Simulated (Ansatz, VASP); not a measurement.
## Two plane-wave programs on LuB3H12 (Lu(BH4)3)

INCAR

```
SYSTEM = LuB3H12
PREC = Accurate
ENCUT = 520
EDIFF = 1E-7
ISMEAR = 0
SIGMA = 0.01
LREAL = Auto
LASPH = .True.
NELM = 100
ALGO = Fast
ISIF = 2
LWAVE = .False.
LCHARG = .False.
GGA = PE
NBANDS = 37
```

The input KPOINTS:

```
Automatic mesh
0
Gamma
  1 1 1
  0 0 0
```

POSCAR

```
LuB3H12
1.0
   14.5900000000      0.0000000000      0.0000000000
    0.0000000000     15.2400000000      0.0000000000
    0.0000000000      0.0000000000     11.0100000000
Lu B H
1 3 12
Direct
    0.4446819700      0.4992578700      0.5000681200
    0.6088149400      0.5004783500      0.5000681200
    0.3615119900      0.6347290000      0.5000681200
    0.3637196700      0.3625669300      0.5000681200
    0.6917587400      0.4975269000      0.5000681200
    0.5737258400      0.4622060400      0.5914159900
    0.5737258400      0.4622060400      0.4087193500
    0.5767676500      0.5768707300      0.5000681200
    0.3227100800      0.7049724400      0.5000681200
    0.4136778600      0.6247729700      0.5914159900
    0.4136778600      0.6247729700      0.4087193500
    0.3084304300      0.5699619400      0.5000681200
    0.3195771100      0.2952755900      0.5000681200
    0.3466422200      0.4107952800      0.5914159900
    0.3466422200      0.4107952800      0.4087193500
    0.4488485300      0.3509416000      0.5000681200
```

Input for Ansatz:

```yaml
crystal:
  lattice:
    - [14.59, 0.0, 0.0]
    - [0.0, 15.24, 0.0]
    - [0.0, 0.0, 11.01]
  atoms:
    - { symbol: Lu, position: [0.44468197, 0.49925787, 0.50006812] }
    - { symbol: B, position: [0.60881494, 0.50047835, 0.50006812] }
    - { symbol: H, position: [0.69175874, 0.4975269, 0.50006812] }
    - { symbol: H, position: [0.57372584, 0.46220604, 0.59141599] }
    - { symbol: H, position: [0.57372584, 0.46220604, 0.40871935] }
    - { symbol: H, position: [0.57676765, 0.57687073, 0.50006812] }
    - { symbol: B, position: [0.36151199, 0.634729, 0.50006812] }
    - { symbol: H, position: [0.32271008, 0.70497244, 0.50006812] }
    - { symbol: H, position: [0.41367786, 0.62477297, 0.59141599] }
    - { symbol: H, position: [0.41367786, 0.62477297, 0.40871935] }
    - { symbol: H, position: [0.30843043, 0.56996194, 0.50006812] }
    - { symbol: B, position: [0.36371967, 0.36256693, 0.50006812] }
    - { symbol: H, position: [0.31957711, 0.29527559, 0.50006812] }
    - { symbol: H, position: [0.34664222, 0.41079528, 0.59141599] }
    - { symbol: H, position: [0.34664222, 0.41079528, 0.40871935] }
    - { symbol: H, position: [0.44884853, 0.3509416, 0.50006812] }
basis:
  ecutwfc: 420
  ecutrho_ratio: 4
kpoints:
  mp_grid: { grid: [1, 1, 1] }
hamiltonian:
  xc: pbe
scf:
  occupations: { method: gaussian, width: 0.01 }
output:
  forces: true
  eigenvalues: true
  populations: true
  hubbard: { sites: [{ species: Lu, l: f }] }
```

Alike in both runs: task single point; functional PBE; k mesh 1 × 1 × 1; occupations gaussian, width 0.01 eV; no spin polarisation.

|  | VASP | Ansatz |
| --- | --- | --- |
| version | VASP 6.6.1 | Ansatz 0.2.0 |
| potentials or method | VASP PAW PBE potentials, release 64 (Lu, B, H) | scalar-relativistic, plane waves, PAW |
| plane-wave cutoff (eV) | 520 | 420 |
| valence electrons in the cell | 46 | 46 |

```csv
,VASP,Ansatz,Ansatz less VASP
gap on the k mesh at the Fermi level (eV),4.57,4.58,+0.012
rms of the force components (eV/Å),0.118,0.124,+0.0058
```

The functional is the same, so the differences come from potentials, cutoffs and numerics. Ansatz warned: «structure_snapped_to_symmetry».

Caveats: spin-orbit coupling is left out, which moves the levels of the heavy elements.
